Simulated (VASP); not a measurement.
SnO2 (rutile):

```
SnO2
1.0
    4.74000     0.00000     0.00000
    0.00000     4.74000     0.00000
    0.00000     0.00000     3.19000
Sn O
2 4
Direct
  0.00000   0.00000   0.00000
  0.50000   0.50000   0.50000
  0.30700   0.30700   0.00000
  0.80700   0.19300   0.50000
  0.19300   0.80700   0.50000
  0.69300   0.69300   0.00000
```

The lowest empty band near Γ, direction a*, from mBJ (TB09) with spin-orbit coupling in VASP (PAW); its two spin partners are averaged. The gap over the points computed is 3.15 eV, and the next band on that side lies 5.02 eV away at the edge.

Run with 520 eV cut-off, 5×5×8 Γ-centred mesh, Gaussian smearing of 0.050 eV, potentials Sn_d O.

```tsv
distance from the edge in k (1/Å)	distance in energy (meV)
0.018	3.9
0.025	7.4
0.035	14.6
0.050	29.6
0.070	57.8
```

Fit E(1 + αE) = ħ²k²/2m* (ħ²/2m0 = 3.810 eV Å²) and predict the row at 0.095 1/Å.

The rows don't resolve α, so a parabola serves: the electron mass is m* = 0.323 m0, and so 106.6 meV. The run gave 105.4 meV, -1.2 meV from the fit.

Left out are points under 3 meV from the edge, since the levels carry 0.1 meV, and points farther than half the way to the next band.

The compound is SnO2 in the rutile structure. The cell was not relaxed at this level.
